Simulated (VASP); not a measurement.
# Ca: Ca into a neighbouring Ca vacancy, part 2 of 4

Aim: the barrier for one hop in Ca: Ca into a neighbouring Ca vacancy.

VASP 6.6.1; PBEsol; plane waves and PAW (Ca_pv).

So far. Step 2 (Relax the host): The run ended after 4 ionic steps, 0.011 eV below its first step, once forces and stress met EDIFFG = -0.02. Step 3 (Relax the host again, on a new basis): The start already met the threshold, so nothing moved.

### 4. Relax the start

System of this step: Ca. The cell holds 31 atoms: 31 Ca. Cell: a = 10.912 Å, b = 10.912 Å, c = 10.912 Å, α = 90.0°, β = 90.0°, γ = 90.0°. It derives from Ca. Nearest the centre at fractional (0.625, 0.125, 0.000): Ca1 at 1.95 Å, Ca2 at 3.33 Å, Ca12 at 3.34 Å, Ca8 at 3.37 Å, Ca23 at 3.37 Å, Ca3 at 4.30 Å, Ca4 at 4.31 Å, Ca5 at 4.32 Å.

A path needs two true minima; the start is relaxed with symmetry off.

INCAR reads:

```
SYSTEM = Ca
PREC = Normal
ENCUT = 280
EDIFF = 1E-05
NELM = 120
ISMEAR = 1
SIGMA = 0.15
LREAL = Auto
ALGO = Fast
GGA = PS
NBANDS = 150
LORBIT = 11
LWAVE = .FALSE.
LCHARG = .FALSE.
KPAR = 6
IBRION = 2
NSW = 60
ISIF = 2
EDIFFG = -0.05
POTIM = 0.4
MAXMIX = 40
ISYM = 0
```

POSCAR reads:

```
Ca
1.0
   10.9121880448      0.0000000000      0.0000000000
    0.0000000000     10.9121880448      0.0000000000
    0.0000000000      0.0000000000     10.9121880448
Ca
31
Direct
    0.7506333912      0.2515058724      0.0006056294
    0.7476115565      0.0016593480      0.2508181211
   -0.0009841349      0.0010650808      0.0006681930
    0.2505390899      0.2500520927      0.0010020227
    0.4986502174      0.4997014165     -0.0008836345
    0.7510975731      0.7500728032     -0.0005360185
    0.2485669080     -0.0004713853      0.2500149231
    0.4994948714      0.2523717770      0.2518451374
    0.7450309462      0.4965377920      0.2496796754
    0.4992262039      0.0003915677      0.5003983105
    0.7538816024      0.2479618739      0.4993079206
    0.7537440183      0.0011852857      0.7512152712
   -0.0009420776      0.4969793864      0.0003069316
    0.2501998024      0.7477504932     -0.0012522267
   -0.0001320426      0.2482684470      0.2498198895
    0.2501750025      0.5000652229      0.2490720621
    0.5010882292      0.7516333424      0.2505880549
   -0.0014996630      0.0013409818      0.4990809542
    0.2516113370      0.2480356141      0.5016760474
    0.4999632274      0.4977112768      0.4994246810
    0.7500991594      0.7504999755      0.4981998328
    0.2479703923      0.0003658011      0.7491445352
    0.5004316377      0.2513920572      0.7469780811
    0.7504662458      0.5022445489      0.7494546889
   -0.0014860715      0.7513787223      0.2504645201
    0.0016419861      0.4993672842      0.4972841042
    0.2497983708      0.7491828804      0.5014210236
    0.0003548928      0.2470109583      0.7478094896
    0.2516198200      0.5012458822      0.7488265536
    0.4999980778      0.7508166530      0.7508584976
    0.0016059881      0.7504700902      0.7498261974
```

KPOINTS reads:

```
Automatic mesh
0
Monkhorst-Pack
2 2 2
0 0 0
```

Potentials, in the order of the species: Ca_pv (PBE family, release 64).

Command:

```console
mpirun -np 6 vasp_std
```

The program printed:

```text
[banner, memory and clock lines left out]
running    6 mpi-ranks, on    1 nodes
 distrk:  each k-point on    1 cores,    6 groups
 distr:  one band on    1 cores,    1 groups

 POSCAR found type information on POSCAR Ca
 POSCAR found :  1 types and      31 ions
 [... a notice as in an earlier step ...]

 [... a notice as in an earlier step ...]

 LDA part: xc-table for (Slater+PW92), standard interpolation
 POSCAR, INCAR and KPOINTS ok, starting setup
 FFT: planning ... GRIDC
 FFT: planning ... GRID_SOFT
 FFT: planning ... GRID
 WAVECAR not read
 entering main loop
       N       E                     dE             d eps       ncg     rms          rms(c)
DAV:   1     0.236821016384E+04    0.23682E+04   -0.67886E+04  1264   0.166E+03
DAV:   2     0.398845800717E+03   -0.19694E+04   -0.19559E+04  1200   0.477E+02
DAV:   3    -0.175603105667E+02   -0.41641E+03   -0.40904E+03  1328   0.216E+02
DAV:   4    -0.608709338282E+02   -0.43311E+02   -0.41097E+02  1632   0.734E+01
DAV:   5    -0.645127377703E+02   -0.36418E+01   -0.34881E+01  1896   0.192E+01    0.435E+00
RMM:   6    -0.641380722644E+02    0.37467E+00   -0.29225E+00  1424   0.456E+00    0.242E+00
RMM:   7    -0.642385069424E+02   -0.10043E+00   -0.13180E+00  1749   0.234E+00    0.133E+00
RMM:   8    -0.642931631004E+02   -0.54656E-01   -0.38171E-01  1667   0.137E+00    0.568E-01
RMM:   9    -0.643061568095E+02   -0.12994E-01   -0.11252E-01  1813   0.737E-01    0.147E-01
RMM:  10    -0.643109232129E+02   -0.47664E-02   -0.54638E-02  1859   0.337E-01    0.750E-02
RMM:  11    -0.643121627741E+02   -0.12396E-02   -0.17306E-02  1838   0.162E-01    0.356E-02
RMM:  12    -0.643131543706E+02   -0.99160E-03   -0.10062E-02  1810   0.957E-02    0.143E-02
RMM:  13    -0.643134832775E+02   -0.32891E-03   -0.33017E-03  1585   0.529E-02    0.118E-02
RMM:  14    -0.643136614967E+02   -0.17822E-03   -0.17970E-03  1212   0.321E-02    0.760E-03
RMM:  15    -0.643137359193E+02   -0.74423E-04   -0.73083E-04  1121   0.272E-02    0.423E-03
RMM:  16    -0.643137768147E+02   -0.40895E-04   -0.39835E-04   907   0.163E-02    0.129E-03
RMM:  17    -0.643137912494E+02   -0.14435E-04   -0.16265E-04   900   0.143E-02    0.154E-03
RMM:  18    -0.643138008110E+02   -0.95616E-05   -0.99672E-05   924   0.119E-02
   1 F= -.64313801E+02 E0= -.64287350E+02  d E =-.643138E+02
 curvature:   0.00 expect dE= 0.000E+00 dE for cont linesearch  0.000E+00
 trial: gam= 0.00000 g(F)=  0.513E-02 g(S)=  0.000E+00 ort = 0.000E+00 (trialstep = 0.100E+01)
 search vector abs. value=  0.513E-02
 bond charge predicted
       N       E                     dE             d eps       ncg     rms          rms(c)
DAV:   1    -0.643165935824E+02   -0.28023E-02   -0.29148E-01  1816   0.280E+00    0.112E-01
RMM:   2    -0.643177245306E+02   -0.11309E-02   -0.13365E-02  1355   0.503E-01    0.484E-02
RMM:   3    -0.643184988246E+02   -0.77429E-03   -0.74004E-03  1796   0.254E-01    0.230E-02
RMM:   4    -0.643186033466E+02   -0.10452E-03   -0.10508E-03  1851   0.845E-02    0.390E-02
RMM:   5    -0.643186250144E+02   -0.21668E-04   -0.21525E-04  1459   0.334E-02    0.457E-02
RMM:   6    -0.643186293475E+02   -0.43331E-05   -0.48829E-05   968   0.194E-02
   2 F= -.64318629E+02 E0= -.64292252E+02  d E =-.482854E-02
[...]
WARNING in EDDRMM: call to ZHEGV failed, returncode =   8  4    130
[...]
3 F= -.64329900E+02 E0= -.64303245E+02  d E =-.160987E-01
 curvature:  -2.63 expect dE=-0.419E-02 dE for cont linesearch -0.403E-02
 ZBRENT: increasing intervall
 opt :  10.0000  next Energy=   -64.337122 (dE=-0.233E-01)
 bond charge predicted
       N       E                     dE             d eps       ncg     rms          rms(c)
DAV:   1    -0.642662085740E+02    0.63687E-01   -0.10467E+01  1672   0.168E+01    0.703E-01
RMM:   2    -0.643075577639E+02   -0.41349E-01   -0.49885E-01  1449   0.310E+00    0.362E-01
RMM:   3    -0.643329444847E+02   -0.25387E-01   -0.23817E-01  1791   0.139E+00    0.176E-01
RMM:   4    -0.643366418125E+02   -0.36973E-02   -0.35837E-02  1868   0.477E-01    0.228E-01
RMM:   5    -0.643374889593E+02   -0.84715E-03   -0.83058E-03  1855   0.200E-01    0.237E-01
RMM:   6    -0.643376542694E+02   -0.16531E-03   -0.16674E-03  1845   0.104E-01    0.228E-01
RMM:   7    -0.643377297722E+02   -0.75503E-04   -0.54461E-04  1646   0.700E-02    0.163E-01
RMM:   8    -0.643378079005E+02   -0.78128E-04   -0.21196E-04  1400   0.633E-02    0.102E-01
RMM:   9    -0.643377860956E+02    0.21805E-04   -0.14496E-04  1258   0.395E-02    0.117E-01
WARNING in EDDRMM: call to ZHEGV failed, returncode =   6  3    127
RMM:  10    -0.643377938501E+02   -0.77545E-05   -0.11687E-04   852   0.226E-02    0.932E-02
RMM:  11    -0.643377893611E+02    0.44890E-05   -0.11022E-04   921   0.197E-02    0.645E-02
RMM:  12    -0.643377868174E+02    0.25438E-05   -0.10673E-04   996   0.218E-02    0.729E-02
RMM:  13    -0.643377739225E+02    0.12895E-04   -0.91856E-05  1015   0.195E-02    0.112E-01
RMM:  14    -0.643377588764E+02    0.15046E-04   -0.82051E-05  1066   0.216E-02    0.172E-01
RMM:  15    -0.643377318896E+02    0.26987E-04   -0.95354E-05  1422   0.403E-02    0.155E-01
RMM:  16    -0.643377223948E+02    0.94947E-05   -0.41137E-05   770   0.247E-02
   4 F= -.64337722E+02 E0= -.64310196E+02  d E =-.239216E-01
 curvature:  -4.72 expect dE=-0.210E-02 dE for cont linesearch -0.883E-04
 trial: gam= 0.14732 g(F)=  0.446E-03 g(S)=  0.000E+00 ort =-0.310E-03 (trialstep = 0.280E+01)
 search vector abs. value=  0.466E-03
 reached required accuracy - stopping structural energy minimisation
```

Elapsed: 2.4 min, on 6 MPI ranks of Intel Xeon Platinum 8488C (Sapphire Rapids), shared host; peak memory 2.9 GiB; 14 min of CPU time.

Parts of OUTCAR (step 4):

```text
 Found      4 irreducible k-points:

   k-points           NKPTS =      4   k-points in BZ     NKDIM =      4   number of bands    NBANDS=    150

   dimension x,y,z NGX =    48 NGY =   48 NGZ =   48
   dimension x,y,z NGXF=    96 NGYF=   96 NGZF=   96

   ENCUT  =  280.0 eV  20.58 Ry    4.54 a.u.  14.89 14.89 14.89*2*pi/ulx,y,z

   NELECT =     248.0000    total number of electrons

 E-fermi :   2.1418

 k-point     1 :       0.2500    0.2500    0.2500
  band No.  band energies     occupation
    ...
    121       2.0175      1.99390
    122       2.0178      1.99322
    123       2.1129      1.31936
    124       2.1258      1.17934
    125       2.1261      1.17614
    126       2.2321      0.15826
    127       2.2465      0.08169
    128       2.2468      0.08036
    129       2.4465     -0.01442
    130       2.4471     -0.01424
    ...

 k-point     2 :      -0.2500    0.2500    0.2500
  band No.  band energies     occupation
    ...
    121       2.0178      1.99317
    122       2.0183      1.99161
    123       2.1121      1.32759
    124       2.1256      1.18169
    125       2.1261      1.17627
    126       2.2321      0.15809
    127       2.2462      0.08299
    128       2.2469      0.07972
    129       2.4471     -0.01425
    130       2.4475     -0.01413
    ...

  Total       -2.4530889     -2.4344743     -2.4659405      0.0064662     -0.0119438     -0.0256428
  in kB       -3.0247421     -3.0017897     -3.0405885      0.0079731     -0.0147272     -0.0316184
  external PRESSURE =      -3.0223734 kB  Pullay stress =       0.0000000 kB

  energy-cutoff  :      280.00
  volume of cell :     1299.38
      direct lattice vectors                 reciprocal lattice vectors
    10.912188045  0.000000000  0.000000000     0.091640650  0.000000000  0.000000000
     0.000000000 10.912188045  0.000000000     0.000000000  0.091640650  0.000000000
     0.000000000  0.000000000 10.912188045     0.000000000  0.000000000  0.091640650

 POSITION                                       TOTAL-FORCE (eV/Angst)
 -----------------------------------------------------------------------------------
      8.17555      2.73333     10.90525         0.006686     -0.008529      0.005693
      8.16804      0.01420      2.71832         0.009664     -0.021623      0.004047
      0.00136      0.00443      0.00866        -0.008969     -0.000538     -0.013722
      2.73351      2.72553     10.90389         0.012220     -0.004492      0.016997
      5.45504      5.45876     10.90326         0.000108     -0.006452      0.003561
      8.18939      8.17812      0.00574        -0.005011      0.006982     -0.018377
      2.72846     10.90482      2.72993         0.009070      0.003330     -0.014508
      5.44418      2.72508      2.74160         0.010751      0.009471     -0.024731
      8.16533      5.44891      2.71823         0.008721     -0.000718      0.003272
      5.45975      0.00207      5.46382        -0.008258     -0.005216     -0.014407
      8.18457      2.71972      5.45640        -0.005217     -0.004589     -0.003779
      8.19488     10.90992      8.18488         0.000947      0.005948      0.006584
     10.91112      5.44289      0.00176         0.001720      0.015408      0.000569
      2.71807      8.17740     10.91091         0.010952      0.005833     -0.001988
      0.00526      2.71402      2.72218        -0.006495      0.006776     -0.016459
      2.74056      5.45986      2.72098        -0.003716     -0.007263     -0.010534
      5.45242      8.18479      2.72385         0.010384      0.006728      0.000211
      0.00241     10.90312      5.44529        -0.011489      0.014972      0.008545
      2.72950      2.71641      5.45151         0.015822     -0.004151      0.013153
      5.45797      5.45757      5.45762        -0.005926      0.003589      0.000878
      8.17652      8.19372      5.45381        -0.001470      0.000472     -0.012597
      2.71809     10.90796      8.18689         0.021501      0.012388     -0.005242
      5.47040      2.73073      8.17347        -0.029942     -0.013647      0.007325
      8.18544      5.46083      8.17854        -0.005041     -0.000929      0.018543
     10.89808      8.19003      2.71476         0.018611      0.000289      0.004857
      0.00568      5.44857      5.44006        -0.009532      0.021689      0.014072
      2.73634      8.19396      5.45390         0.003370     -0.005827      0.000844
      0.01027      2.72677      8.18766        -0.024250     -0.021203      0.001908
      2.73378      5.44906      8.18633         0.009856      0.018612      0.000895
      5.46325      8.19671      8.18387        -0.014977     -0.015510      0.013769
      0.00431      8.19165      8.18659        -0.010093     -0.011799      0.010620
 -----------------------------------------------------------------------------------
    total drift:                               -0.001860      0.003798      0.004370

  FREE ENERGIE OF THE ION-ELECTRON SYSTEM (eV)
  ---------------------------------------------------
  free  energy   TOTEN  =       -64.3377223948 eV

  energy  without entropy=      -64.2551418935  energy(sigma->0) =      -64.31019556

 total charge
# of ion       s       p       d       tot
------------------------------------------
    1        0.327   6.103   0.265   6.695
    2        0.327   6.103   0.265   6.695
    3        0.327   6.116   0.274   6.717
    4        0.327   6.103   0.265   6.695
    5        0.327   6.116   0.274   6.716
    6        0.327   6.103   0.266   6.696
    7        0.328   6.103   0.266   6.697
    8        0.328   6.103   0.266   6.696
    9        0.323   6.110   0.277   6.710
   10        0.327   6.116   0.275   6.718
   11        0.323   6.110   0.277   6.711
   12        0.327   6.103   0.265   6.696
   13        0.327   6.112   0.274   6.712
   14        0.327   6.103   0.266   6.696
   15        0.323   6.111   0.277   6.711
   16        0.323   6.110   0.277   6.710
   17        0.327   6.103   0.265   6.696
   18        0.327   6.112   0.274   6.712
   19        0.323   6.111   0.278   6.711
   20        0.327   6.112   0.274   6.712
   21        0.323   6.110   0.277   6.710
   22        0.327   6.103   0.265   6.695
   23        0.327   6.103   0.266   6.696
   24        0.323   6.110   0.277   6.710
   25        0.323   6.110   0.277   6.710
   26        0.326   6.110   0.270   6.705
   27        0.323   6.110   0.277   6.710
   28        0.323   6.110   0.277   6.711
   29        0.323   6.110   0.277   6.709
   30        0.327   6.103   0.265   6.694
   31        0.323   6.110   0.277   6.710
--------------------------------------------------
tot         10.088 189.352   8.422 207.862

[... 1 part as in an earlier step ...]

[... 5 further parts left out ...]
```

Step by step:

| step | energy less that of the first step (eV) | largest force (eV/Å) |
| --- | --- | --- |
| 1 | 0.0000 | 0.1224 |
| 2 | -0.0048 | 0.1062 |
| 3 | -0.0161 | 0.0717 |
| 4 | -0.0239 | 0.0337 |

The atoms that moved most (Å):

| atom | dx | dy | dz | length |
| --- | --- | --- | --- | --- |
| Ca9 | 0.035 | 0.031 | -0.006 | 0.047 |
| Ca11 | -0.042 | 0.014 | 0.008 | 0.045 |
| Ca28 | 0.006 | 0.031 | 0.027 | 0.042 |
| Ca12 | -0.030 | -0.015 | -0.013 | 0.036 |
| Ca8 | -0.006 | -0.029 | -0.007 | 0.030 |
| Ca18 | 0.019 | -0.024 | -0.001 | 0.030 |
| Ca19 | -0.016 | 0.010 | -0.023 | 0.030 |
| Ca29 | -0.012 | -0.021 | 0.015 | 0.028 |

Final coordinates:

```xyz
31
Lattice="10.9122 0.0000 0.0000 0.0000 10.9122 0.0000 0.0000 0.0000 10.9122" Properties=species:S:1:pos:R:3 pbc="T T T"
Ca    8.1756    2.7333   -0.0069
Ca    8.1680    0.0142    2.7183
Ca    0.0014    0.0044    0.0087
Ca    2.7335    2.7255   -0.0083
Ca    5.4550    5.4588   -0.0089
Ca    8.1894    8.1781    0.0057
Ca    2.7285   -0.0074    2.7299
Ca    5.4442    2.7251    2.7416
Ca    8.1653    5.4489    2.7182
Ca    5.4598    0.0021    5.4638
Ca    8.1846    2.7197    5.4564
Ca    8.1949   -0.0023    8.1849
Ca   -0.0011    5.4429    0.0018
Ca    2.7181    8.1774   -0.0013
Ca    0.0053    2.7140    2.7222
Ca    2.7406    5.4599    2.7210
Ca    5.4524    8.1848    2.7238
Ca    0.0024   -0.0091    5.4453
Ca    2.7295    2.7164    5.4515
Ca    5.4580    5.4576    5.4576
Ca    8.1765    8.1937    5.4538
Ca    2.7181   -0.0042    8.1869
Ca    5.4704    2.7307    8.1735
Ca    8.1854    5.4608    8.1785
Ca   -0.0141    8.1900    2.7148
Ca    0.0057    5.4486    5.4401
Ca    2.7363    8.1940    5.4539
Ca    0.0103    2.7268    8.1877
Ca    2.7338    5.4491    8.1863
Ca    5.4632    8.1967    8.1839
Ca    0.0043    8.1916    8.1866
```

Numbers from this step:

- electronic cycles: 48
- electrons: 248
- free energy (TOTEN): -64.3377 eV
- energy at zero smearing: -64.3102 eV
- Fermi energy: 2.142 eV

The run ended after 4 ionic steps, 0.024 eV below its first step, once the forces on the free atoms met EDIFFG = -0.05.

(Continued in part 3 of 4.)

[Lines on the potential files, build, host, timing and source positions are cut from VASP's logs without a mark.]

[Logs are printed without paths, hosts, clocks, repeated set-up lines and the standing remarks that a program may print on its own settings, such as how far it seeks lower states.]

[Hosts, paths, dates, database ids (printed as entryN), source tags and the programs' standing remarks are cut or masked in the printed files.]

[Runs that stopped without an error message from VASP are left out.]
